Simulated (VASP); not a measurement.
Level of theory: optB88-vdW, VASP's PBE PAW potentials (set 64) (plane waves; VASP).

Input for VASP

### KPOINTS
```
Automatic mesh
0
Gamma
12 12 12
0 0 0
```

**INCAR**
```
EDIFF = 1E-7
PREC = Accurate
LASPH = T   # aspherical one-centre terms
LMAXMIX = 4   # l cut-off of mixed one-centre charges
SIGMA = 0.1
GGA = BO
LCHARG = F
SYSTEM = CuZn
LREAL = F   # projection in real space or not
LWAVE = F
ALGO = Normal
ISIF = 2   # forces and stress, cell fixed
PARAM2 = 0.22
ISMEAR = 1
PARAM1 = 0.1833333333
AGGAC = 0.0
ENCUT = 520
NELM = 100
LUSE_VDW = T
```

POSCAR:
```
CuZn
5.8037910
  0.5000000415   0.0000000000   0.0000000000
  0.0000000000   0.5000000415   0.0000000000
  0.0000000000   0.0000000000   0.5000000415
Zn Cu
1 1
Cart
  0.2500000208   0.2500000208   0.2500000208
  0.0000000000   0.0000000000   0.0000000000
```

POTCAR, in this order: Zn Cu (PBE.64 set). Program: vasp_std.

The resulting files:

**OUTCAR**
```
 ion  position               nearest neighbor table
   1  0.500  0.500  0.500-   2 2.51   2 2.51   2 2.51   2 2.51   2 2.51   2 2.51   2 2.51   2 2.51
  LATTYP: Found a simple cubic cell.
 ALAT       =     2.9018957411
 Subroutine PRICEL returns:
 Original cell was already a primitive cell.
 Subroutine GETGRP returns: Found 48 space group operations
The static configuration has the point symmetry O_h .
The dynamic configuration has the point symmetry O_h .
 Subroutine INISYM returns: Found 48 space group operations
 Subroutine IBZKPT returns following result:
 Found     84 irreducible k-points:

 Following reciprocal coordinates:
            Coordinates               Weight
  0.000000  0.000000  0.000000      1.000000
  0.083333  0.000000  0.000000      6.000000
  0.166667  0.000000  0.000000      6.000000
  0.250000  0.000000  0.000000      6.000000
  0.333333  0.000000  0.000000      6.000000
  0.416667  0.000000  0.000000      6.000000
  0.500000  0.000000  0.000000      3.000000
  0.083333  0.083333  0.000000     12.000000
  0.166667  0.083333  0.000000     24.000000
  0.250000  0.083333  0.000000     24.000000
  0.333333  0.083333  0.000000     24.000000
  0.416667  0.083333  0.000000     24.000000
  0.500000  0.083333  0.000000     12.000000
  0.166667  0.166667  0.000000     12.000000
  0.250000  0.166667  0.000000     24.000000
  0.333333  0.166667  0.000000     24.000000
  0.416667  0.166667  0.000000     24.000000
  0.500000  0.166667  0.000000     12.000000
  0.250000  0.250000  0.000000     12.000000
  0.333333  0.250000  0.000000     24.000000
  0.416667  0.250000  0.000000     24.000000
  0.500000  0.250000  0.000000     12.000000
  0.333333  0.333333  0.000000     12.000000
  0.416667  0.333333  0.000000     24.000000
  0.500000  0.333333  0.000000     12.000000
...
```

File OSZICAR:
```
       N       E                     dE             d eps       ncg     rms          rms(c)
DAV:   1     0.116953296668E+03    0.11695E+03   -0.11661E+04  2632   0.258E+03
DAV:   2     0.339152806489E+01   -0.11356E+03   -0.11077E+03  2548   0.329E+02
DAV:   3     0.316057974303E+00   -0.30755E+01   -0.30645E+01  3024   0.728E+01
DAV:   4     0.294182148691E+00   -0.21876E-01   -0.21874E-01  2996   0.552E+00
DAV:   5     0.293900262399E+00   -0.28189E-03   -0.28188E-03  3230   0.654E-01    0.913E+00
DAV:   6     0.534373203148E+00    0.24047E+00   -0.13765E+01  2742   0.999E+01    0.518E+00
DAV:   7     0.123220124658E+01    0.69783E+00   -0.31366E+00  2658   0.870E+01    0.236E+00
DAV:   8     0.123572949162E+01    0.35282E-02   -0.12436E-01  3177   0.477E+00    0.126E+00
DAV:   9     0.124468653200E+01    0.89570E-02   -0.15272E-02  3113   0.324E+00    0.610E-02
DAV:  10     0.124464931569E+01   -0.37216E-04   -0.64131E-04  3810   0.322E-01    0.328E-02
DAV:  11     0.124464200317E+01   -0.73125E-05   -0.24475E-05  3630   0.155E-01    0.852E-03
DAV:  12     0.124464246396E+01    0.46080E-06   -0.43377E-06  3633   0.537E-02    0.246E-03
DAV:  13     0.124464273486E+01    0.27090E-06   -0.51654E-07  3200   0.186E-02    0.106E-03
DAV:  14     0.124464269855E+01   -0.36311E-07   -0.23861E-08  1633   0.363E-03
   1 F= 0.12446427E+01 E0= 0.12446302E+01  d E =0.375871E-04
```

File OUTCAR:
```
------------------------ aborting loop because EDIFF is reached ----------------------------------------
  FORCE on cell =-STRESS in cart. coord.  units (eV):
  Direction    XX          YY          ZZ          XY          YZ          ZX
  --------------------------------------------------------------------------------------
  Total        1.3200926      1.3200926      1.3200926      0.0000000      0.0000000      0.0000000
  in kB       86.5504954     86.5504954     86.5504954      0.0000000      0.0000000      0.0000000
  external PRESSURE =      86.5504954 kB  Pullay stress =       0.0000000 kB
  volume of cell :       24.44
      direct lattice vectors                 reciprocal lattice vectors
     2.901895741  0.000000000  0.000000000     0.344602318  0.000000000  0.000000000
     0.000000000  2.901895741  0.000000000     0.000000000  0.344602318  0.000000000
     0.000000000  0.000000000  2.901895741     0.000000000  0.000000000  0.344602318
 POSITION                                       TOTAL-FORCE (eV/Angst)
 -----------------------------------------------------------------------------------
      1.45095      1.45095      1.45095         0.000000      0.000000      0.000000
      0.00000      0.00000      0.00000         0.000000      0.000000      0.000000
 -----------------------------------------------------------------------------------
    total drift:                                0.000000      0.000000     -0.000000
  FREE ENERGIE OF THE ION-ELECTRON SYSTEM (eV)
  ---------------------------------------------------
  free  energy   TOTEN  =         1.2446426986 eV

  energy  without entropy=        1.2446051114  energy(sigma->0) =        1.24463017
```
(Selected blocks of OUTCAR.)

The compound is CuZn in the CsCl type structure. This cell is one point of a volume scan, at 0.94 of the reference volume. The electron count is odd and the run is not spin-polarised, which forces a metal.
